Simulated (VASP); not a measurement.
A run of VASP 6.6.1:

File INCAR:

```
PREC = Normal ; ENCUT = 520
EDIFF = 1E-4 ; ISMEAR = 0
SIGMA = 0.15 ; LREAL = False
LASPH = True ; NELM = 60
ALGO = Fast ; ISIF = 3
LWAVE = False ; LCHARG = False
GGA = PE ; IBRION = 2
NSW = 24 ; EDIFFG = -0.08
KPAR = 2
```

The input KPOINTS:

```
regular mesh
0
Gamma
  4 4 2
```

Contents of POSCAR:

```
Sn2GeO3
1.0
    3.8806324700      0.0000000000      0.0000000000
   -1.9403162300      3.3607263000      0.0000000000
    0.0000000000      0.0000000000      7.6604624400
Sn Ge O
2 1 3
Direct
    0.3333333300      0.6666666700      0.7520078400
    0.3333333300      0.6666666700      0.2479921600
    0.6666666700      0.3333333300      0.5000000000
    0.6666666700      0.3333333300      0.0000000000
    0.0000000000      0.0000000000      0.5000000000
    0.0000000000      0.0000000000      0.0000000000
```

Potentials or basis: VASP PAW PBE potentials, release 64 (Sn_d, Ge_d, O).

The run is started by

```bash
$ cat potpaw_PBE.64/Sn_d/POTCAR potpaw_PBE.64/Ge_d/POTCAR potpaw_PBE.64/O/POTCAR > POTCAR
$ mpirun -np 2 vasp_std > vasp.out
```

Hardware: 2 MPI ranks on Intel(R) Xeon(R) Platinum 8488C (Sapphire Rapids) (shared host).

Estimate the wall time of this run.

Wall time 100 s on 2 MPI ranks on Intel(R) Xeon(R) Platinum 8488C (Sapphire Rapids), with other jobs on the host, peak memory 0.18 GiB a rank. Counts: scf iterations 161, k points 8, ion steps 14.
